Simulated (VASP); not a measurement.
Write the native input for VASP 6.6.1 that does the following.

```
Task                   : single point
Functional             : PBE
Potentials or basis    : VASP PAW PBE potentials, release 64 (Li_sv, Al)
Cutoff                 : 520 eV
k mesh                 : 8 × 8 × 6
Occupations            : fermi-dirac, width 0.05 eV
Spin                   : no spin polarisation
Further INCAR settings : ALGO = Normal; EDIFF = 1e-07; NBANDS = 12
```

The structure of LiAl2 lies in POSCAR:

```
LiAl2
1.0
    3.4497100000      0.0000000000      0.0000000000
    0.0000000000      3.4497100000      0.0000000000
    0.0000000000      0.0000000000      4.9294700000
Li Al
1 2
Direct
    0.0024960000      0.0095460000     -0.0075660000
    0.5131540000      0.5049520000     -0.0035030000
   -0.0021780000      0.0025520000      0.5075130000
```

The cell was built by a generator and needn't be a form met in nature.

The cell isn't the ideal one: atoms moved at random, drawn with an rms of 0.05 Å.

The input as run:

INCAR

```
PREC     = Accurate       # precision mode
ENCUT    = 520            # plane-wave cutoff, eV
EDIFF    = 1E-7           # SCF threshold, eV
ISMEAR   = -1             # smearing method
SIGMA    = 0.05           # smearing width, eV
LREAL    = F              # projectors in reciprocal space
LASPH    = T              # aspherical terms in the spheres
NELM     = 60             # most SCF steps
ALGO     = Normal         # electronic algorithm
ISIF     = 2              # what is computed and relaxed
LWAVE    = F              # write WAVECAR
LCHARG   = F              # write CHGCAR
GGA      = PE             # functional
NBANDS   = 12             # bands
```

KPOINTS

```
Automatic mesh
0
Gamma
  8 8 6
```

Potentials or basis: VASP PAW PBE potentials, release 64 (Li_sv, Al).

The run is started by

```console
$ cat potpaw_PBE.64/Li_sv/POTCAR potpaw_PBE.64/Al/POTCAR > POTCAR
$ mpirun -np 1 vasp_std > vasp.out
```

It gave:

The largest force is 0.501 eV/Å and the band gap on the k mesh is none (metal or under the smearing width).

It took 49 s on 1 thread of Intel(R) Xeon(R) Platinum 8559C (Emerald Rapids) (shared host), peak memory 0.25 GiB.
